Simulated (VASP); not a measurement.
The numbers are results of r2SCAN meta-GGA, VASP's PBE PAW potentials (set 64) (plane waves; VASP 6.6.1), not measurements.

VASP ran on this input.

KPOINTS:
```
Automatic mesh
0
Gamma
14 14 14
0 0 0
```

**POSCAR**
```
Al
1.0
  0.0000000000   2.0194650000   2.0194650000
  2.0194650000   0.0000000000   2.0194650000
  2.0194650000   2.0194650000   0.0000000000
Al
1
Direct
  0.0000000000   0.0000000000   0.0000000000
```

### INCAR
```
LASPH=.TRUE.   # aspherical one-centre terms
ALGO=Normal
LWAVE=.FALSE.
LREAL=.FALSE.   # projection in real space or not
ISIF=3   # ions, shape and volume
METAGGA=R2SCAN
LMIXTAU=.TRUE.
ISMEAR=1   # Methfessel-Paxton
NELM=100   # most electronic steps
EDIFF=1E-6   # SCF stop (eV)
SYSTEM=Al
IBRION=2   # conjugate gradients
NSW=60
SIGMA=0.1   # width (eV)
ENCUT=400
EDIFFG=-0.01   # ionic stop
LCHARG=.FALSE.
PREC=Accurate
```

POTCAR, in this order: Al (PBE.64 set). Program: vasp_std.

Output

File OSZICAR:
```
       N       E                     dE             d eps       ncg     rms          rms(c)
DAV:   1    -0.535353696571E+01   -0.53535E+01   -0.71679E+02  1225   0.251E+02
DAV:   2    -0.689770949135E+01   -0.15442E+01   -0.14286E+01  1385   0.272E+01
DAV:   3    -0.690939848962E+01   -0.11689E-01   -0.11681E-01  1320   0.272E+00
DAV:   4    -0.690944390125E+01   -0.45412E-04   -0.45410E-04  1395   0.160E-01
DAV:   5    -0.690944424156E+01   -0.34032E-06   -0.34077E-06  1355   0.115E-02    0.298E+00
DAV:   6    -0.670867009224E+01    0.20077E+00   -0.96435E-02  1460   0.207E+00    0.186E+00
DAV:   7    -0.700072648251E+01   -0.29206E+00   -0.69358E-02  1270   0.183E+00    0.694E-01
DAV:   8    -0.666704039965E+01    0.33369E+00   -0.99509E-02  1275   0.210E+00    0.223E-01
DAV:   9    -0.672425101175E+01   -0.57211E-01   -0.37640E-02  1075   0.108E+00    0.975E-02
DAV:  10    -0.672583486104E+01   -0.15838E-02   -0.23813E-03  1375   0.369E-01    0.175E-01
DAV:  11    -0.672703640441E+01   -0.12015E-02   -0.33219E-04  1360   0.149E-01    0.137E-01
DAV:  12    -0.672540556613E+01    0.16308E-02   -0.50881E-04  1225   0.156E-01    0.596E-02
DAV:  13    -0.672543781126E+01   -0.32245E-04   -0.35981E-05  1455   0.534E-02    0.541E-02
DAV:  14    -0.672547814309E+01   -0.40332E-04   -0.76919E-06  1065   0.319E-02    0.635E-02
DAV:  15    -0.672545671005E+01    0.21433E-04   -0.30426E-05  1160   0.469E-02    0.731E-02
DAV:  16    -0.672543609613E+01    0.20614E-04   -0.16471E-05  1385   0.381E-02    0.670E-02
DAV:  17    -0.672544269345E+01   -0.65973E-05   -0.44598E-07   805   0.936E-03    0.318E-02
DAV:  18    -0.672544624278E+01   -0.35493E-05   -0.26101E-06  1085   0.179E-02    0.388E-03
DAV:  19    -0.672544671956E+01   -0.47678E-06   -0.16513E-07   545   0.594E-03
   1 F= -.67254467E+01 E0= -.67253658E+01  d E =-.672545E+01
       N       E                     dE             d eps       ncg     rms          rms(c)
DAV:   1    -0.673190909971E+01   -0.64629E-02   -0.11478E-01  1310   0.233E+00    0.486E-01
DAV:   2    -0.673333265908E+01   -0.14236E-02   -0.23883E-03  1445   0.414E-01    0.119E-01
DAV:   3    -0.673280740041E+01    0.52526E-03   -0.45408E-04  1175   0.159E-01    0.578E-02
DAV:   4    -0.673310223285E+01   -0.29483E-03   -0.50352E-04  1220   0.178E-01    0.203E-02
DAV:   5    -0.673290959309E+01    0.19264E-03   -0.25620E-04  1200   0.115E-01    0.285E-02
DAV:   6    -0.673289247686E+01    0.17116E-04   -0.11812E-05  1160   0.272E-02    0.174E-03
DAV:   7    -0.673288635553E+01    0.61213E-05   -0.20496E-06  1105   0.125E-02    0.113E-03
DAV:   8    -0.673288649630E+01   -0.14078E-06   -0.10921E-07   520   0.412E-03
   2 F= -.67328865E+01 E0= -.67327394E+01  d E =-.743978E-02
       N       E                     dE             d eps       ncg     rms          rms(c)
DAV:   1    -0.673342461837E+01   -0.53826E-03   -0.44663E-03  1305   0.457E-01    0.972E-02
DAV:   2    -0.673346882005E+01   -0.44202E-04   -0.99990E-05  1470   0.839E-02    0.243E-02
DAV:   3    -0.673343149443E+01    0.37326E-04   -0.21440E-05  1205   0.341E-02    0.106E-02
DAV:   4    -0.673343722360E+01   -0.57292E-05   -0.24197E-05  1235   0.384E-02    0.387E-03
DAV:   5    -0.673342595558E+01    0.11268E-04   -0.10125E-05  1230   0.226E-02    0.566E-03
DAV:   6    -0.673342776574E+01   -0.18102E-05   -0.21992E-07   540   0.426E-03    0.509E-04
DAV:   7    -0.673342764711E+01    0.11864E-06   -0.72253E-08   520   0.253E-03
   3 F= -.67334276E+01 E0= -.67332712E+01  d E =-.798093E-02
```

File OUTCAR:
```
------------------------ aborting loop because EDIFF is reached ----------------------------------------
  FORCE on cell =-STRESS in cart. coord.  units (eV):
  Direction    XX          YY          ZZ          XY          YZ          ZX
  --------------------------------------------------------------------------------------
  Total        0.0029245      0.0029245      0.0029245     -0.0000000     -0.0000000      0.0000000
  in kB        0.2968291      0.2968291      0.2968291     -0.0000000     -0.0000000      0.0000000
  external PRESSURE =       0.2968291 kB  Pullay stress =       0.0000000 kB
  volume of cell :       15.79
      direct lattice vectors                 reciprocal lattice vectors
    -0.000000000  1.991019457  1.991019457    -0.251127631  0.251127631  0.251127631
     1.991019457  0.000000000  1.991019457     0.251127631 -0.251127631  0.251127631
     1.991019457  1.991019457  0.000000000     0.251127631  0.251127631 -0.251127631
 POSITION                                       TOTAL-FORCE (eV/Angst)
 -----------------------------------------------------------------------------------
      0.00000      0.00000      0.00000         0.000000      0.000000      0.000000
 -----------------------------------------------------------------------------------
    total drift:                               -0.000000      0.000000     -0.000000
  FREE ENERGIE OF THE ION-ELECTRON SYSTEM (eV)
  ---------------------------------------------------
  free  energy   TOTEN  =        -6.7334276471 eV

  energy  without entropy=       -6.7329584548  energy(sigma->0) =       -6.73327125

 reached required accuracy - stopping structural energy minimisation
```
(Selected blocks of OUTCAR.)

CONTCAR:
```
Al
   1.00000000000000
    -0.0000000000000000    1.9910194567768749    1.9910194567768749
     1.9910194567768749    0.0000000000000000    1.9910194567768749
     1.9910194567768749    1.9910194567768749    0.0000000000000000
  Al
     1
Direct
     0.0000000000000000    0.0000000000000000    0.0000000000000000
```

**OUTCAR**
```
 val. band max:        8.4766357234   @ k =   0.5000   0.2857   0.0000

 cond. band min:       8.5178178602   @ k =  -0.3571   0.4286   0.0714


 Fermi energy:         8.4863935673

 k-point     1 :       0.0000    0.0000    0.0000
  band No.  band energies     occupation
      1      -3.6699      2.00000
      2      22.0615      0.00000
      3      22.0615      0.00000
      4      22.0615      0.00000
      5      24.3269      0.00000

 k-point     2 :       0.0714    0.0000    0.0000
  band No.  band energies     occupation
      1      -3.5182      2.00000
      2      19.8701      0.00000
      3      21.6814      0.00000
      4      21.6814      0.00000
      5      24.7987      0.00000

 k-point     3 :       0.1429    0.0000    0.0000
  band No.  band energies     occupation
      1      -3.0642      2.00000
      2      16.7514      0.00000
      3      21.0722      0.00000
      4      21.0722      0.00000
      5      24.6102      0.00000

 k-point     4 :       0.2143    0.0000    0.0000
  band No.  band energies     occupation
      1      -2.3108      2.00000
      2      13.6987      0.00000
      3      20.5987      0.00000
      4      20.5987      0.00000
      5      24.3244      0.00000

 k-point     5 :       0.2857    0.0000    0.0000
  band No.  band energies     occupation
      1      -1.2630      2.00000
      2      10.8278      0.00000
      3      20.3385      0.00000
      4      20.3385      0.00000
      5      23.9856      0.00000

 k-point     6 :       0.3571    0.0000    0.0000
  band No.  band energies     occupation
      1       0.0722      2.00000
      2       8.1788      2.00012
      3      20.3107      0.00000
      4      20.3108      0.00000
      5      22.7764      0.00000

 k-point     7 :       0.4286    0.0000    0.0000
  band No.  band energies     occupation
      1       1.6821      2.00000
      2       5.7772      2.00000
      3      20.5114      0.00000
...
```

Energy and stress use the plane-wave basis of the starting cell.

The structure comes from a computed database's Al entry (Fm-3m); how it stands against other phases isn't given here. This run relaxes it. Symmetry was kept, so distortions that lower it aren't found.
